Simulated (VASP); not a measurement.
# NbTe (P-6m2) in VASP: a series of runs, part 2 of 2

VASP 6.6.1. The steps go on from the part before.

## Step 5: Single point, PBE

INCAR reads:

```
SYSTEM = NbTe
  PREC = Accurate
  ENCUT = 450
  EDIFF = 1E-6
  ISMEAR = 0
  SIGMA = 0.02
  LREAL = .FALSE.
  LASPH = .TRUE.
  NELM = 100
  ALGO = Normal
  ISIF = 2
  LWAVE = .FALSE.
  LCHARG = .FALSE.
  GGA = PE
  NBANDS = 16
```

KPOINTS reads:

```
regular mesh
0
G
  4 4 4
  0 0 0
```

POSCAR reads:

```
NbTe
1.0
    3.7029743866      0.0000000000      0.0000000000
   -1.8514871933      3.2068698884      0.0000000000
    0.0000000000      0.0000000000      3.6942110000
Te Nb
1 1
Direct
    0.6666666667      0.3333333333      0.0000000000
    0.0000000000      0.0000000000      0.5000000000
```

Potentials or basis: VASP PAW PBE potentials, release 64 (Te_GW, Nb_sv_GW).

The run is started by

```console
cat potpaw_PBE.64/Te_GW/POTCAR potpaw_PBE.64/Nb_sv_GW/POTCAR > POTCAR
mpirun -np 1 vasp_std > vasp.out
```

OUTCAR:

```text
SYSTEM = NbTe
   PREC = Accurate
   ENCUT = 450
   EDIFF = 1E-6
   ISMEAR = 0
   LREAL = .FALSE.
   LASPH = .TRUE.
   NELM = 100
   ISIF = 2
   GGA = PE

 ion  position               nearest neighbor table
   1  0.667  0.333  0.000-   2 2.83   2 2.83   2 2.83   2 2.83   2 2.83   2 2.83
   2  0.000  0.000  0.500-   1 2.83   1 2.83   1 2.83   1 2.83   1 2.83   1 2.83

  LATTYP: Found a hexagonal cell.
 ALAT       =     3.7029743866
 C/A-ratio  =     0.9976334196

  Lattice vectors:

 A1 = (   3.7029743866,   0.0000000000,   0.0000000000)
 A2 = (  -1.8514871933,   3.2068698884,   0.0000000000)
 A3 = (   0.0000000000,   0.0000000000,   3.6942110000)

Analysis of symmetry for initial positions (statically):
=====================================================================
 Subroutine PRICEL returns:
 Original cell was already a primitive cell.

 Routine SETGRP: Setting up the symmetry group for a
 hexagonal supercell.

 Subroutine GETGRP returns: Found 12 space group operations
 (whereof 12 operations were pure point group operations)
 out of a pool of 24 trial point group operations.

The static configuration has the point symmetry D_3h.

Analysis of symmetry for dynamics (positions and initial velocities):
[... 147 lines left out ...]

 E-fermi :  10.7644     XC(G=0): -11.2771

 val. band max:       10.7418637938   @ k =   0.2500  -0.0000   0.5000
 cond. band min:      10.7869721687   @ k =   0.2500  -0.0000   0.0000
 fundamental gap:      0.0451083750
 Fermi energy:        10.7644179813

 k-point     1 :       0.0000    0.0000    0.0000
  band No.  band energies     occupation
      1     -44.7231      2.00000
      2     -20.9776      2.00000
      3     -20.7220      2.00000
      4     -20.7220      2.00000
      5      -3.4343      2.00000
      6       7.6833      2.00000
[... 205 lines left out ...]
      3     -20.8117      2.00000
      4     -20.7619      2.00000
      5      -1.4048      2.00000
      6       4.9058      2.00000
[... 8 lines left out ...]
     15      15.7086      0.00000
     16      17.6165      0.00000

------------------------ aborting loop because EDIFF is reached ----------------------------------------

  FORCE on cell =-STRESS in cart. coord.  units (eV):
  Direction    XX          YY          ZZ          XY          YZ          ZX
  --------------------------------------------------------------------------------------
  -------------------------------------------------------------------------------------
  Total       -0.0677846     -0.0677846     -0.9638297      0.0000000      0.0000000     -0.0000000
  in kB       -2.4756421     -2.4756421    -35.2011727      0.0000000      0.0000000     -0.0000000
  external PRESSURE =     -13.3841523 kB  Pullay stress =       0.0000000 kB

 VOLUME and BASIS-vectors are now :
 -----------------------------------------------------------------------------
  energy-cutoff  :      450.00
  volume of cell :       43.87
      direct lattice vectors                 reciprocal lattice vectors
     3.702974387  0.000000000  0.000000000     0.270053178  0.155915275  0.000000000
    -1.851487193  3.206869888  0.000000000     0.000000000  0.311830550  0.000000000
     0.000000000  0.000000000  3.694211000     0.000000000  0.000000000  0.270693796

 POSITION                                       TOTAL-FORCE (eV/Angst)
 -----------------------------------------------------------------------------------
      1.85149      1.06896      0.00000         0.000000      0.000000      0.000000
      0.00000      0.00000      1.84711        -0.000000     -0.000000      0.000000
 -----------------------------------------------------------------------------------
    total drift:                               -0.000000      0.000000     -0.000000

  FREE ENERGIE OF THE ION-ELECTRON SYSTEM (eV)
  ---------------------------------------------------
  free  energy   TOTEN  =       -14.8972555767 eV

  energy  without entropy=      -14.8966624443  energy(sigma->0) =      -14.89695901
```

OSZICAR:

```text
N       E                     dE             d eps       ncg     rms          rms(c)
DAV:   1     0.128816010330E+03    0.12882E+03   -0.92093E+03   392   0.972E+02
DAV:   2    -0.552602906974E+01   -0.13434E+03   -0.13063E+03   568   0.382E+02
DAV:   3    -0.158193482168E+02   -0.10293E+02   -0.10239E+02   520   0.870E+01
DAV:   4    -0.162610668689E+02   -0.44172E+00   -0.44163E+00   576   0.223E+01
DAV:   5    -0.162686024315E+02   -0.75356E-02   -0.75354E-02   528   0.250E+00    0.164E+01
DAV:   6    -0.149233461989E+02    0.13453E+01   -0.44291E+00   648   0.173E+01    0.110E+01
DAV:   7    -0.149049868842E+02    0.18359E-01   -0.19978E-01   456   0.337E+00    0.697E+00
DAV:   8    -0.149003277588E+02    0.46591E-02   -0.50679E-02   592   0.211E+00    0.158E+00
DAV:   9    -0.148972273894E+02    0.31004E-02   -0.89896E-03   488   0.747E-01    0.363E-01
DAV:  10    -0.148972499079E+02   -0.22519E-04   -0.41534E-04   536   0.183E-01    0.141E-01
DAV:  11    -0.148972583298E+02   -0.84218E-05   -0.98867E-05   584   0.110E-01    0.421E-02
DAV:  12    -0.148972561675E+02    0.21622E-05   -0.75162E-06   536   0.326E-02    0.222E-02
DAV:  13    -0.148972555767E+02    0.59082E-06   -0.72754E-07   360   0.834E-03
   1 F= -.14897256E+02 E0= -.14896959E+02  d E =-.593132E-03
```

stdout:

```text
POSCAR found type information on POSCAR TeNb
 POSCAR found :  2 types and       2 ions
 scaLAPACK will be used
 LDA part: xc-table for (Slater+PW92), standard interpolation
 POSCAR, INCAR and KPOINTS ok, starting setup
 FFT: planning ... GRIDC
 FFT: planning ... GRID_SOFT
 FFT: planning ... GRID
 WAVECAR not read
 entering main loop
```

Wall time 5.8 s (1 thread of Intel Xeon 6975P-C (Granite Rapids), shared host); peak memory 0.16 GiB.

Results:

- Free energy: -14.8973 eV
- Pressure: -1.3 GPa
- Band gap on the k mesh: none (metal or under the smearing width)

Stress tensor (GPa, compression positive):
```
-0.25  0.00  0.00
 0.00 -0.25  0.00
 0.00  0.00 -3.52
```

Caveat: the k mesh is coarse (spacing up to 0.49 Å⁻¹), so the values aren't converged. The run has no spin-orbit coupling, so splittings on Te are missing.

## Step 6: Single point, PBE

INCAR reads:

```
SYSTEM = NbTe
PREC = Accurate
ENCUT = 450
EDIFF = 1E-6
ISMEAR = 0
SIGMA = 0.02
LREAL = .FALSE.
LASPH = .TRUE.
NELM = 80
ALGO = Normal
ISIF = 2
LWAVE = .FALSE.
LCHARG = .FALSE.
GGA = PE
```

KPOINTS reads:

```
Automatic mesh
0
G
  5 5 5
  0 0 0
```

POSCAR is that of step 5.

Potentials or basis: VASP PAW PBE potentials, release 64 (Te_GW, Nb_sv_GW).

The run is started by

```console
cat potpaw_PBE.64/Te_GW/POTCAR potpaw_PBE.64/Nb_sv_GW/POTCAR > POTCAR
mpirun -np 1 vasp_std > vasp.out
```

OUTCAR:

```text
SYSTEM = NbTe
   PREC = Accurate
   ENCUT = 450
   EDIFF = 1E-6
   ISMEAR = 0
   LREAL = .FALSE.
   LASPH = .TRUE.
   NELM = 80
   ISIF = 2
   GGA = PE

 ion  position               nearest neighbor table
   1  0.667  0.333  0.000-   2 2.83   2 2.83   2 2.83   2 2.83   2 2.83   2 2.83
   2  0.000  0.000  0.500-   1 2.83   1 2.83   1 2.83   1 2.83   1 2.83   1 2.83

  LATTYP: Found a hexagonal cell.
 ALAT       =     3.7029743866
 C/A-ratio  =     0.9976334196

  Lattice vectors:

 A1 = (   3.7029743866,   0.0000000000,   0.0000000000)
 A2 = (  -1.8514871933,   3.2068698884,   0.0000000000)
 A3 = (   0.0000000000,   0.0000000000,   3.6942110000)

Analysis of symmetry for initial positions (statically):
=====================================================================
 Subroutine PRICEL returns:
 Original cell was already a primitive cell.

 Routine SETGRP: Setting up the symmetry group for a
 hexagonal supercell.

 Subroutine GETGRP returns: Found 12 space group operations
 (whereof 12 operations were pure point group operations)
 out of a pool of 24 trial point group operations.

The static configuration has the point symmetry D_3h.

Analysis of symmetry for dynamics (positions and initial velocities):
=====================================================================
 Subroutine PRICEL returns:
 Original cell was already a primitive cell.

 Routine SETGRP: Setting up the symmetry group for a
 hexagonal supercell.

 Subroutine GETGRP returns: Found 12 space group operations
 (whereof 12 operations were pure point group operations)
 out of a pool of 24 trial point group operations.

The dynamic configuration has the point symmetry D_3h.

 Subroutine INISYM returns: Found 12 space group operations
 (whereof 12 operations are pure point group operations),
 and found     1 'primitive' translations

----------------------------------------------------------------------------------------

                                     Primitive cell

  volume of cell :      43.8686

  direct lattice vectors                    reciprocal lattice vectors
[... 108 lines left out ...]
 non-spin polarized calculation
 Gauss-broadening in eV      SIGMA  =   0.02
  energy-cutoff  :      450.00
  volume of cell :       43.87
 maximum number of plane-waves:       966
 NGX is ok and might be reduce to    28
   NGX = 13   NGY = 13   NGZ = 13

 number of electron      18.9999997 magnetization

 Free energy of the ion-electron system (eV)
  ---------------------------------------------------
  ext. energy  EPLUGINS =         0.00000000
  ---------------------------------------------------
  free energy    TOTEN  =       -14.95069044 eV

  energy without entropy =      -14.95016068  energy(sigma->0) =      -14.95042556

 E-fermi :  10.8272     XC(G=0): -11.2782

 val. band max:       10.6507969268   @ k =   0.4000  -0.0000   0.0000
 cond. band min:      10.8302116123   @ k =   0.2000  -0.0000   0.0000
 fundamental gap:      0.1794146855
 Fermi energy:        10.8272357054

 k-point     1 :       0.0000    0.0000    0.0000
  band No.  band energies     occupation
      1     -44.7556      2.00000
      2     -20.9641      2.00000
      3     -20.7746      2.00000
      4     -20.7746      2.00000
      5      -3.4205      2.00000
      6       7.6715      2.00000
      7       7.6715      2.00000
      8       7.8237      2.00000
      9       8.4842      2.00000
     10      10.9486      0.00000
     11      10.9486      0.00000
     12      13.2621      0.00000
     13      13.4311      0.00000
[... 210 lines left out ...]
  band No.  band energies     occupation
      1     -44.7420      2.00000
      2     -21.0275      2.00000
      3     -20.8744      2.00000
      4     -20.8189      2.00000
      5      -1.3458      2.00000
      6       4.6584      2.00000
      7       5.2149      2.00000
      8       6.2780      2.00000
      9       9.5496      2.00000
     10      11.9234      0.00000
     11      12.3866      0.00000
     12      12.6870      0.00000
     13      13.6194      0.00000

------------------------ aborting loop because EDIFF is reached ----------------------------------------

  FORCE on cell =-STRESS in cart. coord.  units (eV):
  Direction    XX          YY          ZZ          XY          YZ          ZX
  --------------------------------------------------------------------------------------
  -------------------------------------------------------------------------------------
  Total       -0.4710667     -0.4710667     -0.2690782     -0.0000000      0.0000000      0.0000000
  in kB      -17.2043896    -17.2043896     -9.8273264     -0.0000000      0.0000000      0.0000000
  external PRESSURE =     -14.7453686 kB  Pullay stress =       0.0000000 kB

 VOLUME and BASIS-vectors are now :
 -----------------------------------------------------------------------------
  energy-cutoff  :      450.00
  volume of cell :       43.87
      direct lattice vectors                 reciprocal lattice vectors
     3.702974387  0.000000000  0.000000000     0.270053178  0.155915275  0.000000000
    -1.851487193  3.206869888  0.000000000     0.000000000  0.311830550  0.000000000
     0.000000000  0.000000000  3.694211000     0.000000000  0.000000000  0.270693796

 POSITION                                       TOTAL-FORCE (eV/Angst)
 -----------------------------------------------------------------------------------
      1.85149      1.06896      0.00000         0.000000      0.000000      0.000000
      0.00000      0.00000      1.84711         0.000000      0.000000      0.000000
 -----------------------------------------------------------------------------------
    total drift:                               -0.000000      0.000000     -0.000000

  FREE ENERGIE OF THE ION-ELECTRON SYSTEM (eV)
  ---------------------------------------------------
  free  energy   TOTEN  =       -14.9506904418 eV

  energy  without entropy=      -14.9501606796  energy(sigma->0) =      -14.95042556
```

It took 12 s on 1 thread of AMD EPYC 7R13 (Zen 3), shared host; peak memory 0.13 GiB.

What came out:

| Property | Result |
| --- | --- |
| Free energy | -14.9507 eV |
| Pressure | -1.5 GPa |
| Band gap on the k mesh | none (metal or under the smearing width) |

Caveat: the k mesh is coarse (spacing up to 0.39 Å⁻¹), so the values aren't converged.

## Step 7: The runs side by side

```tsv
k mesh	cutoff (eV)	gap on the mesh (eV)	pressure (GPa)
4 × 4 × 4	500	none	-1.5
3 × 3 × 3	450	none	0.6
4 × 4 × 4	450	none	-1.3
5 × 5 × 5	450	none	-1.5
```

Alike in all rows: task single point; level PBE; potentials or basis VASP PAW PBE potentials, release 64 (Te_GW, Nb_sv_GW); no spin polarisation; cell as given; smearing gaussian 0.02 eV; the mesh is coarse, so values aren't converged.

Caveats: all runs use coarse meshes.

Absolute energies hang on the potentials; compare differences alone.
